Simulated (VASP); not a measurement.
# Transverse strain, stress and strain energy of diamond-structure carbon under uniaxial [001] stress, LDA, −2 % to +2 %

The usual rule of thumb says that a stretched solid narrows by a quarter to a third of its elongation, and that this fraction is a constant of the material. I put both halves of the rule to the test on carbon in the diamond structure, loaded along a cube axis. The answer matters for diamond resonators and for strained diamond electronics, where a film or beam is held along one direction and free to move along another. What is calculated is the strain across the axis at vanishing transverse stress, together with the axial stress and the energy per atom. Strains and energies are counted from the crystal relaxed with LDA, and tension is positive. The comparison is with linear elasticity, not with experiment.

## Set-up

The start is a typed prototype cell. The crystal was relaxed with LDA. Strain is imposed along [001]; the strain across the axis is adjusted until the stress across it vanishes, and the atoms are relaxed with LDA. VASP 6.6.1, plane waves with PAW, cutoff 600 eV, no spin polarisation, no spin-orbit coupling, k mesh 14×14×14, static lattice.

Notes on method and selection:

- Runs that did not converge, have known faults or may not be shown are not listed, and runs on Ansatz's PAW sets soft_1 and soft_2 are kept to separate tables.

Columns:

- strain (%): strain along the axis (tension positive).
- gap (eV): band gap on the k mesh at LDA.
- transverse strain (%): strain across the axis.
- stress (GPa): stress along the axis, tension positive.
- strain energy (meV/atom): energy per atom above the relaxed crystal.

Input lines of one member:

```
PREC = Accurate
ENCUT = 600
EDIFF = 1E-07
NELM = 120
ISMEAR = 0
SIGMA = 0.02
LREAL = .FALSE.
ALGO = Normal
GGA = CA
NBANDS = 10
LASPH = .TRUE.
LORBIT = 11
KPAR = 3
IBRION = 1
NSW = 25
```

Command (options for logging and memory left out): `mpirun -np 3 vasp_std`

## Computed values

| member | strain (%) | gap (eV) | transverse strain (%) | stress (GPa) | strain energy (meV/atom) |
| --- | --- | --- | --- | --- | --- |
| −2 % | −2.0 | 3.606 | 0.267 | −21.60 | 7.87 |
| −1.5 % | −1.5 | 3.748 | 0.196 | −16.17 | 4.49 |
| −1 % | −1.0 | 3.889 | 0.129 | −10.76 | 2.05 |
| −0.5 % | −0.5 | 4.028 | 0.064 | −5.38 | 0.55 |
| 0 % | 0.0 | ? | ? | ? | ? |
| +0.5 % | 0.5 | 4.085 | −0.056 | 5.29 | 0.32 |
| +1 % | 1.0 | 4.004 | −0.111 | 10.58 | 1.57 |
| +1.5 % | 1.5 | 3.924 | −0.163 | 15.84 | 3.71 |
| +2 % | 2.0 | 3.845 | −0.214 | 21.05 | 6.76 |

Cells marked ? are withheld until the estimate has been made.

Least-squares fits to the members shown, with x = strain (%); R² and errors in the fitted variable (y, or ln y where the fit is in ln y):

| y | members | fit | R² | rms residual | leave-one-out rms | the same for the mean of the others |
| --- | --- | --- | --- | --- | --- | --- |
| transverse strain (%) | 8 | y = 0.01400 − 0.1200 x | 1.00 | 0.0085 | 0.012 | 0.19 |
| stress (GPa) | 8 | y = −0.14375 + 10.666 x | 1.00 | 0.087 | 0.13 | 17 |

## Mechanism

The sides move far less than the rule of thumb suggests. Between −2 % and +2 % the mean slope is (−0.214 − 0.267) / 4.0 = −0.120, so Poisson's ratio $\nu$ is 0.120.

Geometry helps to explain why it is small. To first order each bond changes its length by $(\varepsilon_\parallel + 2\varepsilon_\perp)/3$. Keeping the bond lengths would need $\nu = 0.5$, while keeping the bond angles would need $\nu = -1$. Carbon's tetrahedral bonds resist bending strongly, so the compromise lies well below 0.5. The atoms keep their fractional positions by symmetry, and no internal displacement softens the response.

The stress slope across the innermost pair is (5.29 + 5.38) / 1.0 = 10.67 GPa per %, a Young's modulus $E$ of 10.67 × 100 = 1067 GPa. For a cubic crystal loaded along [001] three more moduli follow:

- $B = E/[3(1-2\nu)]$: 1067 / (3 × (1 − 2 × 0.120)) = 468 GPa
- $C_{11}-C_{12} = E/(1+\nu)$: 1067 / (1 + 0.120) = 953 GPa
- $C_{11} = B + \tfrac{2}{3}(C_{11}-C_{12})$: 468 + 2 × 953 / 3 = 1103 GPa, which leaves 1103 − 953 = 150 GPa for $C_{12}$

This loading does not probe $C_{44}$.

Linearity holds much better for the stress than for the sides. From the outermost compressive interval to the outermost tensile one, the stress slope falls from 10.86 to 10.42 GPa per %, about 4 %, while the local Poisson's ratio falls from 0.142 to 0.102. A possible cause is that shortened bonds stiffen against further shortening, which pushes the sides out more.

The strain energy needs care. At ±0.5 % it is 0.55 and 0.32 meV/atom, although the stresses differ in size by under 2 %. The gap between the two signs grows almost in proportion to strain (0.55 − 0.32 = 0.23 meV/atom at 0.5 %, then 0.48, 0.78 and 1.11 meV/atom), whereas anharmonicity would make it grow as the cube. The likely cause is the plane-wave basis, which changes with the cell at fixed cutoff and shifts the energy minimum away from zero stress. Averaging the two signs removes this term.

## A prediction

Plain estimates from the members shown:

- 0 %, fit at x = 0.0: 0.014 %
- 0 %, straight-line interpolation between −0.5 % and +0.5 %: w = (0.0 − (−0.5)) / (0.5 − (−0.5)) = 0.500, so 0.064 + 0.500 × (−0.056 − 0.064) = 0.004 %

If the 0 % row were simply the reference crystal, its transverse strain would be zero by definition. The neighbours hint at a small offset instead, so I treat the row as one more cell whose sides were adjusted.

The fitted line gives 0.014 %, which is too high because a straight line through curved data misses at the centre. Interpolation between the nearest neighbours gives 0.004 % and still contains a little curvature. To remove it I average each ± pair, which cancels the odd terms, and take the rest as $c + b x^2$. The pair means are (0.064 − 0.056) / 2 = 0.0040 at 0.5 % and (0.267 − 0.214) / 2 = 0.0265 at 2 %, so $b$ = (0.0265 − 0.0040) / (4 − 0.25) = 0.0060 and $c$ = 0.0040 − 0.25 × 0.0060 = 0.0025 %. Tried on the other pairs, this gives 0.0085 at 1 % and 0.0160 at 1.5 %, against (0.129 − 0.111) / 2 = 0.0090 and (0.196 − 0.163) / 2 = 0.0165 from the table.

The stress supports the offset. Its pair means are (5.29 − 5.38) / 2 = −0.045 GPa at 0.5 % and (21.05 − 21.60) / 2 = −0.275 GPa at 2 %, and the same treatment leaves −0.045 + 0.25 × (0.275 − 0.045) / 3.75 = −0.030 GPa at zero strain, as if the reference lattice constant were too short by 0.030 / 10.67 = 0.0028 %. Free sides would then open by 0.0028 × (1 + 0.120) = 0.003 %.

The misses of 0.0005, with the rounding of the entries, would justify an error of about 0.001. I widen it to 0.002 because the offset is hardly larger than the last printed digit. An exact zero, should the row be the reference itself after all, would still fall outside.

**Committed estimate, 0 %: transverse strain = 0.003 ± 0.002 %.**

## The answer

| member | strain (%) | gap (eV) | transverse strain (%) | stress (GPa) | strain energy (meV/atom) |
| --- | --- | --- | --- | --- | --- |
| 0 % | 0.0 | 4.165 | 0.004 | −0.03 | 0.00 |

| member | estimate | transverse strain (%) | computed | estimate − computed | miss in error bars |
| --- | --- | --- | --- | --- | --- |
| 0 % | committed | 0.003 | 0.004 | −0.001 | 0.5 |
| 0 % | fit | 0.014 | 0.004 | +0.010 |  |
| 0 % | interpolation | 0.004 | 0.004 | 0.000 |  |

The estimate of 0.003 ± 0.002 % holds. The computed value is 0.004 %, half an error bar away. The fitted line misses by 0.010 %, while the plain interpolation I had corrected gives the computed value exactly. My correction for curvature therefore brought no gain, though the difference is only one unit of the last printed digit.

The argument from the stress held. I had inferred a remaining axial stress of −0.030 GPa at zero strain, and the row shows −0.03 GPa. The reference crystal is very slightly compressed, so its sides open when they are freed while the axis stays fixed. The exact zero of an untouched reference, which would have fallen outside my error bar, did not occur.

This offset is a numerical residue of relaxing the reference cell and says nothing about carbon's elasticity. It does not touch Poisson's ratio, which comes from differences between rows.

## Departures from the trend

Least-squares fits to the whole series, with x = strain (%); R² and errors in the fitted variable (y, or ln y where the fit is in ln y):

| y | members | fit | R² | rms residual | leave-one-out rms | the same for the mean of the others |
| --- | --- | --- | --- | --- | --- | --- |
| transverse strain (%) | 9 | y = 0.01289 − 0.1200 x | 1.00 | 0.0086 | 0.012 | 0.17 |
| stress (GPa) | 9 | y = −0.13111 + 10.666 x | 1.00 | 0.090 | 0.13 | 15 |

Largest departures from the fit to the whole series:

| member | transverse strain (%) | fit | computed − fit | in rms residuals |
| --- | --- | --- | --- | --- |
| −2 % | 0.267 | 0.253 | +0.014 | 1.6 |
| +2 % | −0.214 | −0.227 | +0.013 | 1.5 |
| +0.5 % | −0.056 | −0.047 | −0.009 | 1.0 |
| 0 % | 0.004 | 0.013 | −0.009 | 1.0 |

No single row stands out; the largest departures from the line form a pattern. Both ends lie above it, by 0.014 % at −2 % and 0.013 % at +2 %, while the rows at 0 % and +0.5 % lie 0.009 % below. That is what a straight line does to a gently curved series.

The curvature of 0.0060 per %² found from the pair means accounts for the size: between the centre and either end it gives 0.0060 × 4 = 0.024 %, against 0.014 + 0.009 = 0.023 % on the compressive side. The likeliest reason is the crystal's anharmonicity, which makes the sides respond more under compression than under tension.

## Conclusions and limits

Between −2 % and +2 %, $\varepsilon_\perp = 0.003 - 0.120\,x + 0.006\,x^2$ (both strains in %) reproduces all nine rows to 0.001 %, with a typical miss of 0.0006 % against 0.0086 % for the straight line. A new strain inside this range should come out about as well.

Hooke's law with 10.67 GPa per % gives 2 × 10.67 = 21.34 GPa at 2 %, within about 1 % of the computed size for either sign. A constant Poisson's ratio of 0.120 misses the transverse strain there by 10 to 12 %.

In practice, 1 GPa of tension stretches the crystal by 1 / 10.67 = 0.094 % and narrows it by 0.094 × 0.120 = 0.011 %, about 1.1 nm on a beam 10 µm wide.

Zero-point motion, left out here, expands the lattice, by an amount that is not small beside the transverse strains in the table. Most of that shifts the reference and cancels in the strains, but it should also soften the moduli slightly.

[Logs are printed without paths, hosts, clocks, repeated set-up lines and the standing remarks that a program may print on its own settings, such as how far it seeks lower states.]
